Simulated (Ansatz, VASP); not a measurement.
**MnO (Fm-3m, 4 atoms in the cell) computed with different codes at matched settings**

Self-consistent single point.

```
MnO
1.0
    4.48040     2.24020     2.24020
    2.24020     4.48040     2.24020
    2.24020     2.24020     4.48040
Mn O
2 2
Cartesian
  0.00000   0.00000   0.00000
  4.48040   4.48040   4.48040
  2.24020   2.24020   2.24020
  6.72061   6.72061   6.72061
```
Moments meant for the start (each program seeds them in its own way; μB, in the order of the atoms Mn Mn O O): 5.0 -5.0 0.0 0.0.

Shared settings, as Ansatz (a first-principles code) writes them: kpoints.mp_grid.grid = 2 2 2; scf.occupations.method = fermi_dirac; scf.occupations.width = 0.05 eV. Potentials and cutoffs stand in the table.

```json
[
 {"code": "Ansatz", "model": "PBE, default PAW files", "pressure (GPa)": "-4.00", "cutoff": "default"},
 {"code": "VASP", "model": "PBE, VASP's PBE PAW potentials (set 64)", "pressure (GPa)": "-8.40", "cutoff": "400 eV"}
]
```

On Ansatz's run: the magnetic order is the one reached from the typed start; others were not searched systematically.

The spread over the programs that give each value: pressure within 4.40 GPa.

Ansatz's pressure is given at a fixed set of plane waves, as the other plane-wave codes print theirs; with its correction for the finite basis it is -3.39 GPa (the shift of 0.61 GPa shows how far the cutoff is from converged).

On the base mesh (5 5 5) the same programs gave: Ansatz pressure -4.51 GPa; VASP pressure -9.03 GPa.

The values differ from the base mesh's, so the mesh still matters here: the table compares the programs at equal settings.

VASP's run is marked for a possible Pulay error in its stress at this cutoff; no cutoff test was made.

The starting cell has typed, rounded lattice constants, without a prior relaxation at this level. Its lattice was rescaled by a random factor within 2.5 % of one.

Left out of this page: Quantum ESPRESSO, GPAW and SIESTA (not drawn, or without a comparable value); ABINIT (with a known weakness of the program).

Keys are those of Ansatz 0.2.
